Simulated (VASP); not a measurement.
Wanted: the native input for a VASP 6.6.1 run.

| Quantity | Value |
| --- | --- |
| Task | single point |
| Functional | PBE |
| Potentials or basis | VASP PAW PBE potentials, release 64 (O, H, P, Cs_sv) |
| Cutoff | 520 eV |
| k mesh | 3 × 3 × 2 |
| Occupations | fermi-dirac, width 0.1 eV |
| Spin | no spin polarisation |
| Dipole correction | no |
| Further INCAR settings | LREAL = Auto; ALGO = Fast; EDIFF = 1e-06; NBANDS = 54 |

The structure of CsPH2O4 lies in POSCAR:

```
CsPH2O4
1.0
    6.5520190000      0.2865460000     -0.2781070000
    1.0461700000      5.1524660000     -1.0208670000
    0.9039270000      3.6165740000      6.3955220000
O H P Cs
8 4 2 2
Direct
    0.7318767188      0.5436692100      0.0495066695
    0.1247127459      0.8228329047      0.6385887573
    0.1702009059      0.5807575668      0.8808856100
    0.8701189489      0.5378874914      0.2511025308
    0.3062195804      0.7352323892      0.0351349417
    0.0881540869      0.6767656823      0.3134576068
    0.2911306017      0.9313095371      0.7751673173
    0.8500430764      0.0317583944      0.4223758478
    0.5592219806      0.3859185065      0.9628394704
    0.4381684733      0.5081626654      0.8828083486
    0.5158969998      0.8922876710      0.6767210878
    0.5100287217      0.6693081717      0.1301753294
    0.9714629530      0.8387709691      0.0303456466
    0.5735226563      0.9603510261      0.8815979894
    0.2994799259      0.1375636490      0.2560161084
    0.8615202172      0.4169614845      0.6739820491
```

The cell was built by a generator and needn't be a form met in nature.

One way to write it, as run:

INCAR

```
PREC = Accurate
ENCUT = 520
EDIFF = 1E-6
ISMEAR = -1
SIGMA = 0.1
LREAL = Auto
LASPH = True
NELM = 100
ALGO = Fast
ISIF = 2
LWAVE = False
LCHARG = False
GGA = PE
NBANDS = 54
```

KPOINTS

```
Automatic mesh
0
Gamma
  3 3 2
```

Potentials or basis: VASP PAW PBE potentials, release 64 (O, H, P, Cs_sv).

Command:

```console
$ cat potpaw_PBE.64/O/POTCAR potpaw_PBE.64/H/POTCAR potpaw_PBE.64/P/POTCAR potpaw_PBE.64/Cs_sv/POTCAR > POTCAR
$ mpirun -np 1 vasp_std > vasp.out
```

Results of the run:

The pressure is -2.8 GPa. The largest force is 6.933 eV/Å and the band gap on the k mesh is none (metal or under the smearing width).

Caveat: the k mesh is coarse (spacing up to 0.45 Å⁻¹), so the values aren't converged.

It took 2.5 min on 1 thread of Intel(R) Xeon(R) Platinum 8488C (Sapphire Rapids) (shared host), peak memory 0.37 GiB.
